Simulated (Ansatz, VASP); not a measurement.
# TaN: VASP beside Ansatz, part 2 of 2

Wanted: the spread between two codes on one cell, functional and k mesh. The cell is taken from a series of runs on this material, whose earlier steps may have relaxed, scaled, displaced or heated it; both programs get it as it stands.

VASP 6.6.1 and Ansatz 0.2.0.

So far: The structure; VASP: zone-centre phonons, PBEsol.

## (2) VASP: zone-centre phonons, PBEsol (continued)

Level of this step: PBEsol; plane waves and PAW (N, Ta_pv) (VASP).

Numbers of over 12 decimals in the logs are rounded to 6 here.

From OUTCAR (step 2):

```text
ion  position               nearest neighbor table
   1  0.500  0.000  0.000-   5 2.04   6 2.04   5 2.04   6 2.04   4 2.51   4 2.51
   2  0.500  0.500  0.000-   5 2.04   6 2.04   5 2.04   6 2.04   4 2.51   4 2.51
   3  0.000  0.500  0.000-   5 2.04   6 2.04   5 2.04   6 2.04   4 2.51   4 2.51
   4  0.000  0.000  0.000-   2 2.51   2 2.51   1 2.51   1 2.51   3 2.51   3 2.51   6 3.23   5 3.23
                             6 3.23   5 3.23   6 3.23   5 3.23   5 3.23   6 3.23   5 3.23   5 3.23
   5  0.333  0.667  0.500-   3 2.04   3 2.04   1 2.04   1 2.04   2 2.04   2 2.04   6 2.90   6 2.90
                             6 2.90   4 3.23   4 3.23   4 3.23   4 3.23   4 3.23   4 3.23
   6  0.667  0.333  0.500-   3 2.04   3 2.04   1 2.04   1 2.04   2 2.04   2 2.04   5 2.90   5 2.90
                             5 2.90   4 3.23   4 3.23   4 3.23   4 3.23   4 3.23   4 3.23

  LATTYP: Found a hexagonal cell.
 ALAT       =     5.0217075723
 C/A-ratio  =     0.5712213994

 Subroutine GETGRP returns: Found 24 space group operations
 (whereof 24 operations were pure point group operations)

The static configuration has the point symmetry D_6h.

 Found     84 irreducible k-points:

   k-points           NKPTS =     84   k-points in BZ     NKDIM =     84   number of bands    NBANDS=     30

   dimension x,y,z NGX =    40 NGY =   40 NGZ =   24
   dimension x,y,z NGXF=    80 NGYF=   80 NGZF=   48

   ENCUT  =  600.0 eV  44.10 Ry    6.64 a.u.  10.03 10.03  5.73*2*pi/ulx,y,z

   NELECT =      48.0000    total number of electrons

 k-points in reciprocal lattice and weights: Automatic mesh
   0.00000000  0.00000000  0.00000000       0.001
   0.11111111  0.00000000  0.00000000       0.006
   0.22222222  0.00000000  0.00000000       0.006
   0.33333333  0.00000000  0.00000000       0.006
   0.44444444  0.00000000  0.00000000       0.006
   0.11111111  0.11111111  0.00000000       0.006
   0.22222222  0.11111111  0.00000000       0.012
   0.33333333  0.11111111  0.00000000       0.012
   0.44444444  0.11111111  0.00000000       0.006
[...]
-----------------------------------------------------------------------------------
    total drift:                               -0.000000      0.000000     -0.000000

 Eigenvectors and eigenvalues of the dynamical matrix
 ----------------------------------------------------

   1 f  =   30.985807 THz   194.689569 2PiTHz 1033.575277 cm-1   128.146944 meV
             X         Y         Z           dx          dy          dz
      2.510854  0.000000  0.000000     0.000000   -0.577350   -0.000000
      1.255427  2.174463  0.000000    -0.500000    0.288675   -0.000000
     -1.255427  2.174463  0.000000     0.500000    0.288675    0.000000
      0.000000  0.000000  0.000000     0.000000    0.000000    0.000000
     -0.000000  2.899284  1.434253     0.000000    0.000000   -0.000000
      2.510854  1.449642  1.434253     0.000000    0.000000    0.000000

   2 f  =   25.156129 THz   158.060620 2PiTHz  839.118138 cm-1   104.037343 meV
             X         Y         Z           dx          dy          dz
      2.510854  0.000000  0.000000     0.053001    0.622927   -0.000000
      1.255427  2.174463  0.000000    -0.657117    0.343385   -0.000000
     -1.255427  2.174463  0.000000    -0.059967   -0.131824    0.000000
      0.000000  0.000000  0.000000     0.013073   -0.016428   -0.000000
     -0.000000  2.899284  1.434253     0.085857   -0.107888    0.000000
      2.510854  1.449642  1.434253     0.085857   -0.107888    0.000000

   3 f  =   25.156129 THz   158.060620 2PiTHz  839.118138 cm-1   104.037343 meV
             X         Y         Z           dx          dy          dz
      2.510854  0.000000  0.000000     0.066602   -0.495723   -0.000000
      1.255427  2.174463  0.000000    -0.212940    0.214395    0.000000
     -1.255427  2.174463  0.000000    -0.688150   -0.382754    0.000000
      0.000000  0.000000  0.000000     0.016428    0.013073    0.000000
     -0.000000  2.899284  1.434253     0.107888    0.085857    0.000000
      2.510854  1.449642  1.434253     0.107888    0.085857    0.000000

   4 f  =   21.231697 THz   133.402690 2PiTHz  708.213196 cm-1    87.807206 meV
             X         Y         Z           dx          dy          dz
      2.510854  0.000000  0.000000    -0.000000   -0.000000   -0.389063
      1.255427  2.174463  0.000000    -0.000000    0.000000    0.816201
     -1.255427  2.174463  0.000000    -0.000000    0.000000   -0.427137
      0.000000  0.000000  0.000000    -0.000000   -0.000000    0.000000
     -0.000000  2.899284  1.434253    -0.000000   -0.000000    0.000000
      2.510854  1.449642  1.434253     0.000000   -0.000000    0.000000

   5 f  =   21.231697 THz   133.402690 2PiTHz  708.213196 cm-1    87.807206 meV
             X         Y         Z           dx          dy          dz
      2.510854  0.000000  0.000000    -0.000000    0.000000   -0.717841
      1.255427  2.174463  0.000000     0.000000   -0.000000    0.021982
     -1.255427  2.174463  0.000000     0.000000    0.000000    0.695860
      0.000000  0.000000  0.000000    -0.000000    0.000000   -0.000000
     -0.000000  2.899284  1.434253     0.000000   -0.000000   -0.000000
      2.510854  1.449642  1.434253     0.000000   -0.000000   -0.000000

   6 f  =   21.006627 THz   131.988531 2PiTHz  700.705658 cm-1    86.876390 meV
             X         Y         Z           dx          dy          dz
      2.510854  0.000000  0.000000     0.000000   -0.000000   -0.551835
      1.255427  2.174463  0.000000     0.000000   -0.000000   -0.551835
     -1.255427  2.174463  0.000000    -0.000000   -0.000000   -0.551835
      0.000000  0.000000  0.000000     0.000000    0.000000    0.051148
     -0.000000  2.899284  1.434253     0.000000    0.000000    0.204716
      2.510854  1.449642  1.434253    -0.000000   -0.000000    0.204716

   7 f  =    7.856586 THz    49.364387 2PiTHz  262.067505 cm-1    32.492215 meV
             X         Y         Z           dx          dy          dz
      2.510854  0.000000  0.000000     0.000000   -0.000000    0.000000
      1.255427  2.174463  0.000000     0.000000    0.000000    0.000000
     -1.255427  2.174463  0.000000    -0.000000    0.000000   -0.000000
      0.000000  0.000000  0.000000    -0.000000    0.000000    0.000000
     -0.000000  2.899284  1.434253     0.440243   -0.553341   -0.000000
      2.510854  1.449642  1.434253    -0.440243    0.553341    0.000000

   8 f  =    7.856586 THz    49.364387 2PiTHz  262.067505 cm-1    32.492215 meV
             X         Y         Z           dx          dy          dz
      2.510854  0.000000  0.000000    -0.000000    0.000000   -0.000000
      1.255427  2.174463  0.000000     0.000000    0.000000    0.000000
     -1.255427  2.174463  0.000000     0.000000    0.000000   -0.000000
      0.000000  0.000000  0.000000    -0.000000    0.000000    0.000000
     -0.000000  2.899284  1.434253     0.553341    0.440243    0.000000
      2.510854  1.449642  1.434253    -0.553341   -0.440243   -0.000000

   9 f  =    6.416929 THz    40.318757 2PiTHz  214.045725 cm-1    26.538276 meV
             X         Y         Z           dx          dy          dz
      2.510854  0.000000  0.000000    -0.000000    0.000000   -0.000000
      1.255427  2.174463  0.000000    -0.000000   -0.000000   -0.000000
     -1.255427  2.174463  0.000000     0.000000   -0.000000   -0.000000
      0.000000  0.000000  0.000000    -0.000000   -0.000000    0.000000
     -0.000000  2.899284  1.434253     0.000000    0.000000   -0.707107
      2.510854  1.449642  1.434253    -0.000000   -0.000000    0.707107

  10 f  =    5.545017 THz    34.840368 2PiTHz  184.961852 cm-1    22.932337 meV
             X         Y         Z           dx          dy          dz
      2.510854  0.000000  0.000000     0.236796    0.032437   -0.000000
      1.255427  2.174463  0.000000    -0.103046   -0.101331    0.000000
     -1.255427  2.174463  0.000000     0.182721   -0.328758    0.000000
      0.000000  0.000000  0.000000     0.417641   -0.524773   -0.000000
     -0.000000  2.899284  1.434253    -0.253219    0.318174    0.000000
      2.510854  1.449642  1.434253    -0.253219    0.318174   -0.000000

  11 f  =    5.545017 THz    34.840368 2PiTHz  184.961852 cm-1    22.932337 meV
             X         Y         Z           dx          dy          dz
      2.510854  0.000000  0.000000    -0.297538    0.025815    0.000000
      1.255427  2.174463  0.000000    -0.163771   -0.314027    0.000000
     -1.255427  2.174463  0.000000     0.063657   -0.028260   -0.000000
      0.000000  0.000000  0.000000    -0.524773   -0.417641   -0.000000
     -0.000000  2.899284  1.434253     0.318174    0.253219    0.000000
      2.510854  1.449642  1.434253     0.318174    0.253219   -0.000000

  12 f  =    3.863703 THz    24.276364 2PiTHz  128.879271 cm-1    15.978986 meV
             X         Y         Z           dx          dy          dz
      2.510854  0.000000  0.000000    -0.000000    0.000000    0.069693
      1.255427  2.174463  0.000000     0.000000    0.000000    0.069693
     -1.255427  2.174463  0.000000    -0.000000    0.000000    0.069693
      0.000000  0.000000  0.000000    -0.000000    0.000000   -0.829641
     -0.000000  2.899284  1.434253    -0.000000    0.000000    0.385438
      2.510854  1.449642  1.434253     0.000000   -0.000000    0.385438

  13 f  =    0.004697 THz     0.029512 2PiTHz    0.156672 cm-1     0.019425 meV
             X         Y         Z           dx          dy          dz
      2.510854  0.000000  0.000000    -0.142227    0.060157    0.000000
      1.255427  2.174463  0.000000    -0.142473    0.060187    0.000000
     -1.255427  2.174463  0.000000    -0.142376    0.059960    0.000000
      0.000000  0.000000  0.000000    -0.513242    0.216681    0.000000
     -0.000000  2.899284  1.434253    -0.512109    0.216203    0.000000
      2.510854  1.449642  1.434253    -0.512109    0.216203    0.000000
    [... 43 further lines ...]
     -0.000000  2.899284  1.434253    -0.000000    0.000000    0.000000
      2.510854  1.449642  1.434253    -0.000000    0.000000    0.000000

 ELASTIC MODULI CONTR FROM IONIC RELAXATION (kBar)
 Direction    XX          YY          ZZ          XY          YZ          ZX
 --------------------------------------------------------------------------------
 XX        -339.4079    339.4079     -0.0000      0.0000      0.0000     -0.0000
 YY         339.4079   -339.4079      0.0000      0.0000     -0.0000      0.0000
 ZZ          -0.0000      0.0000     -0.0000      0.0000      0.0000     -0.0000
 XY           0.0000      0.0000      0.0000   -339.4079      0.0000     -0.0000
 YZ           0.0000     -0.0000      0.0000      0.0000     -0.0000      0.0000
 ZX          -0.0000      0.0000     -0.0000     -0.0000      0.0000     -0.0000
 --------------------------------------------------------------------------------
```

## (3) Ansatz: zone-centre phonons, PBEsol

Ansatz runs on its PAW soft_1 files.

The same cell, functional, mesh and smearing now go to Ansatz, which takes its cutoff from its data sets.

input.yaml

```yaml
crystal:
  lattice:
    - [5.0217075723, 0.0, 0.0]
    - [-2.5108537862, 4.348926328, 0.0]
    - [0.0, 0.0, 2.868506827]
  atoms:
    - { symbol: "N", position: [0.5, 0.0, 0.0] }
    - { symbol: "N", position: [0.5, 0.5, 0.0] }
    - { symbol: "N", position: [0.0, 0.5, 0.0] }
    - { symbol: Ta, position: [0.0, 0.0, 0.0] }
    - { symbol: Ta, position: [0.3333333333, 0.6666666667, 0.5] }
    - { symbol: Ta, position: [0.6666666667, 0.3333333333, 0.5] }
kpoints:
  mp_grid: { grid: [9, 9, 12] }
hamiltonian:
  xc: pbesol
  pseudopotentials: { kind: paw, azcp: { folder: soft_1 }, xc_functional: pbe }
scf:
  occupations: { method: methfessel_paxton, width: 0.2 }
output:
  eigenvalues: true
phonons:
  method: dfpt
```

Launch:

```bash
ansatz run input.yaml --threads 8 --pin off --max-ram 16384MiB --backend cpu --events-out ev --progress --plain --runs-dir out
```

Log:

```text
zone centre: on kpoints.mp_grid the ground state, and the responses unless they are solved on pairs of k-points, stand on 175 of the mesh's 972 k-points, reduced under 4 symmetry operations, with k and −k counted as one. Each operation leaves every solved displacement unchanged or reverses it
Engine: ansatz 0.2.0, aarch64-unknown-linux-gnu
Pseudopotentials: kind: paw
Pseudopotential: N, paw, valence charge 5, recommended cutoff 420 eV (normal), soft_1/N.paw.azcp
Pseudopotential: Ta, paw, valence charge 13, recommended cutoff 420 eV (normal), soft_1/Ta.paw.azcp
Functional definition: PBEsol
  exchange = pbesol_x
  correlation = pbesol_c
Crystal: 6 atoms, lattice volume = 62.645 Å³
Basis set: ecut = 420 eV, 1263 PW (Γ), exchange–correlation on 72×72×40 points (8 copies of the dense FFT grid, shifted against one another)
Bands: 33, of which v1, the nominal top of the filled ones, is band 27 counted from 1 (26 counted from 0)
Symmetry: 24 space group operations
k-points: 175 of 972 (irreducible under 4 space group operations, time reversal used)
Non-local potential: N, projectors of the file, l = 0: 2, l = 1: 2, l = 2: 1
Non-local potential: Ta, projectors of the file, l = 0: 3, l = 1: 2, l = 2: 2, l = 3: 1
PAW form: soft (Blöchl's): semilocal exchange-correlation on the pseudo side does not see the compensation charge
PAW frozen core: N, regenerated for the run's functional, and the local potential with it (the file was generated under x = pbe(κ = 0.804, μ = 0.219515), c = pbe(β = 0.066725))
PAW frozen core: Ta, regenerated for the run's functional, and the local potential with it (the file was generated under x = pbe(κ = 0.804, μ = 0.219515), c = pbe(β = 0.066725))
PAW one-centre angular grid: N, 110 points (default); XC on 64 Gauss nodes
PAW one-centre angular grid: Ta, 590 points (default); XC on 64 Gauss nodes
Initial density: superposition of atomic densities (chi_scale 0.1, normalization cell, long waves kept (reshape's long-wave potential 0.01 eV rms))
Initial wavefunctions: pseudopotential atomic-orbital guess
Functional: x = pbesol(κ = 0.804, μ = 0.123457), c = pbesol(β = 0.046)
SCF iter   1: F=—  HF=-30563.593325 eV  |F-HF|=—  |Δ(HF+E_count)|=         —  Δρ=7.90e-2  dr2=3.98e0  ethr=3.10e-3  ⟨swp⟩=4.7  Hψ=22506  notcnv=0
preconditioner: auto → Kerker (q_TF=auto, 2.662 Å⁻¹)  [metal: Δε(μ)=0.022 eV  Ē_g=10.181 eV  σ=0.200 eV  W_gap=0.09  n_scr=26 (ndim 8)  ℏωp=25.7 eV  f_vac=0.000  D(μ)=1.29/eV (n_scr^D=6)]
SCF iter   2: F=—  HF=-30562.745626 eV  |F-HF|=—  |Δ(HF+E_count)|=   8.48e-1  S|Δr|=    0.00e0  Δρ=3.66e-2  dr2=7.15e-1  ethr=3.10e-3  ⟨swp⟩=2.0  Hψ=10496  notcnv=0  defer=218
SCF iter   3: F=—  HF=-30562.593651 eV  |F-HF|=—  |Δ(HF+E_count)|=   1.52e-1  S|Δr|=    0.00e0  Δρ=1.33e-2  dr2=9.76e-2  ethr=1.32e-3  ⟨swp⟩=2.0  Hψ=6268  notcnv=0  defer=218
SCF iter   4: F=—  HF=-30562.565689 eV  |F-HF|=—  |Δ(HF+E_count)|=   2.80e-2  S|Δr|=    0.00e0  Δρ=2.32e-3  dr2=4.81e-3  ethr=1.81e-4  ⟨swp⟩=2.0  Hψ=9300  notcnv=0  defer=182
SCF iter   5: F=—  HF=-30562.564338 eV  |F-HF|=—  |Δ(HF+E_count)|=   1.35e-3  S|Δr|=    0.00e0  Δρ=7.66e-4  dr2=3.16e-4  ethr=8.91e-6  ⟨swp⟩=2.0  Hψ=6818  notcnv=0  defer=179
SCF iter   6: F=—  HF=-30562.564241 eV  |F-HF|=—  |Δ(HF+E_count)|=   9.73e-5  S|Δr|=    0.00e0  Δρ=1.02e-4  dr2=7.77e-6  ethr=5.85e-7  ⟨swp⟩=2.3  Hψ=8111  notcnv=0  defer=179
SCF iter   7: F=—  HF=-30562.564237 eV  |F-HF|=—  |Δ(HF+E_count)|=   3.69e-6  S|Δr|=    0.00e0  Δρ=1.76e-5  dr2=1.56e-7  ethr=1.44e-8  ⟨swp⟩=2.0  Hψ=7695  notcnv=0  defer=179
SCF iter   8: F=—  HF=-30562.564237 eV  |F-HF|=—  |Δ(HF+E_count)|=   2.65e-7  S|Δr|=    0.00e0  Δρ=3.15e-6  dr2=6.36e-9  ethr=2.89e-10  ⟨swp⟩=2.0  Hψ=8254  notcnv=0  defer=179
SCF iter   9: F=—  HF=-30562.564237 eV  |F-HF|=—  |Δ(HF+E_count)|=   1.09e-9  S|Δr|=    0.00e0  Δρ=4.39e-7  dr2=1.04e-10  ethr=1.18e-11  ⟨swp⟩=2.0  Hψ=8443  notcnv=0  defer=179
SCF iter  10: F=-30562.564237 eV  HF=-30562.564237 eV  |F-HF|=1.46e-11  |Δ(HF+E_count)|=  1.09e-11  S|Δr|=    0.00e0  Δρ=6.28e-8  dr2=1.29e-12  ethr=1.00e-12  ⟨swp⟩=10.7  Hψ=29516  notcnv=0
SCF 1 converged in 10 iterations: F = -30562.564237 eV  dr2 = 1.29e-12
  greatest PAW one-centre occupation: 0.999 electrons in one spin orbital (limit 2), on the Ta atom at site 5 (counted from 0), in its partial waves of l = 0
DFPT response loops at Γ: preconditioner auto → Kerker (q_TF=auto, 2.662 Å⁻¹) (partly filled bands, converged f_vac=0.000); β = 1.00, the filter's whole step (`scf.mixing.beta` (0.50) is not read by the response loops under this deck's `scf.mixing.preconditioner`; to damp them name `kerker` or `kerker_dos`, under which they read `scf.mixing.beta`, and type it under 1.00, their step now; both keys bind the ground state too); Broyden in place of MSR1
SCF converged after 10 iterations
Stability not checked: this state was not tested for a lower state beside it, because cold or Methfessel-Paxton smearing, or corrected tetrahedra, fill the levels in a way that the test cannot read (fill_not_monotonic; see scf.lower_state_search)
Free energy (F): -30562.564237 eV
Harris-Foulkes:  -30562.564237 eV  (|F-HF|=1.46e-11)
Internal energy: -30562.565938 eV  (E = F + TS)
E sigma→0 (E₀):  -30562.564662 eV
Entropy (-TS):   0.001700 eV (0.283 meV/atom)
Fermi energy:    21.145228 eV
--- Per-component energies (eV) ---
  E_band       = -137.176699
  E_kinetic    = 1587.623270
  E_local      = -1860.648017  (includes V_loc(G=0)·N_el)
  E_nonlocal   = 82.470865
  E_hartree    = 683.669230
  E_xc         = -1141.089216
  E_vxc        = -935.789330  (∫ρ·V_xc dr)
  E_paw        = -24916.132947  (= ΣΔE_a)
  E_vpaw       = -378.174918  (= ΣTr[D̂ρ^β])
  E_aug_tail   = 0.002952  (compensation charges beyond the density's cutoff)
  E_ewald      = -4999.187510
  E_core_change = 0.725435  (= ΣΔE_core)
  E_smearing   = 0.001700  (= −TS)
  E_closure    = 0.000000  (closes the sum)
  Σ components = -30562.564237   (vs F -30562.564237, Δ=0.00e0)
--- Band table (eV; the first three rows and the last of 175) ---
  k-point 0: bands = [... 23 lower, 18.1449, 18.4939, 19.0466, 19.7707, 19.7707, 21.8406, 21.8406, 22.8185, ... 2 higher]
  k-point 1: bands = [... 23 lower, 17.7555, 18.5312, 19.3599, 19.9439, 19.9439, 21.9739, 21.9739, 22.9034, ... 2 higher]
  k-point 2: bands = [... 23 lower, 17.9924, 18.6345, 20.2159, 20.3908, 20.3908, 21.3306, 21.3306, 23.1384, ... 2 higher]
  k-point 174: bands = [... 23 lower, 17.4594, 17.6144, 18.5032, 19.9508, 23.3044, 23.5648, 23.6472, 24.1435, ... 2 higher]
--- Phonons (Γ-DFPT): 7 representative perturbations + reference, on 175 of 972 k-points (Σ response iterations 22) ---
  k mesh reduced under 4 symmetry operations, with k and −k counted as one. Each operation leaves every solved displacement unchanged or reverses it
  ASR residual: 2.740e-5 → 0.000e0 eV/Å²; symmetrization residual: 3.112e-6 eV/Å²
  ASR residual per site (eV/Å²): 2.38e-5 1.71e-5 1.71e-5 2.74e-5 2.01e-5 2.01e-5
  Γ frequencies (cm⁻¹): -608.66 -238.98 -238.98 0.00 0.00 0.00 129.29 187.40 187.40 212.36 261.16 261.16 695.10 700.51 700.51 832.13 832.13 1025.99
  non-analytic LO–TO correction: not included (Born effective charges unavailable; polar crystals: no LO–TO splitting at Γ)
```

## (4) Side by side

Known differences besides the potentials themselves: the data sets hold 54 valence electrons in Ansatz (on its PAW soft_1 files) and 48 in VASP; the cutoff is 420 eV in Ansatz and 600 eV in VASP; Ansatz makes its cores anew for this functional, VASP keeps those of its PBE data sets. Total energies have different zeros and are not compared.

Both answers:

| quantity | Ansatz | VASP | difference |
| --- | --- | --- | --- |
| optical mode 1 (imaginary, printed as negative) (cm⁻¹) | -608.7 | -611.6 | +2.9 |
| optical mode 2 to 3 (imaginary, printed as negative) (cm⁻¹) | -239.0 | -242.9 | +3.9 |
| optical mode 4 (cm⁻¹) | 129.3 | 128.9 | +0.32 % |
| optical mode 5 to 6 (cm⁻¹) | 187.4 | 185.0 | +1.32 % |
| optical mode 7 (cm⁻¹) | 212.4 | 214.0 | -0.79 % |
| optical mode 8 to 9 (cm⁻¹) | 261.2 | 262.1 | -0.35 % |
| optical mode 10 (cm⁻¹) | 695.1 | 700.7 | -0.80 % |
| optical mode 11 to 12 (cm⁻¹) | 700.5 | 708.2 | -1.09 % |
| optical mode 13 to 14 (cm⁻¹) | 832.1 | 839.1 | -0.83 % |
| optical mode 15 (cm⁻¹) | 1026.0 | 1033.6 | -0.73 % |

Modes are paired by rising frequency, not by their patterns, so a pair may set unlike modes beside each other; they are those without the splitting of longitudinal modes.

## (5) Outcome

| Item | Value |
| --- | --- |
| r.m.s. difference of the optical zone-centre modes, each program's sorted by frequency (zone-centre phonons, PBEsol) | 4.9 cm⁻¹ |
| difference in optical mode 5 to 6 (zone-centre phonons, PBEsol) | +1.3 % |

In words: The r.m.s. difference of the optical zone-centre modes, each program's sorted by frequency is 4.9 cm⁻¹ (zone-centre phonons, PBEsol). The data sets hold unlike numbers of valence electrons (54 in Ansatz and 48 in VASP), so part of the differences comes from the potentials. Among the rows given in per cent, the largest difference of the zone-centre phonons, PBEsol pair is in optical mode 5 to 6, +1.3 %. Such differences can come from data sets, numerical settings and the points named under the comparisons, not from the functional's error against experiment.

[Lines on the potential files, build, host, timing and source positions are cut from VASP's logs without a mark.]

[Logs are printed without paths, hosts, clocks, repeated set-up lines and the standing remarks that a program may print on its own settings, such as how far it seeks lower states.]

[Hosts, paths, dates, database ids (printed as entryN), source tags and the programs' standing remarks are cut or masked in the printed files.]
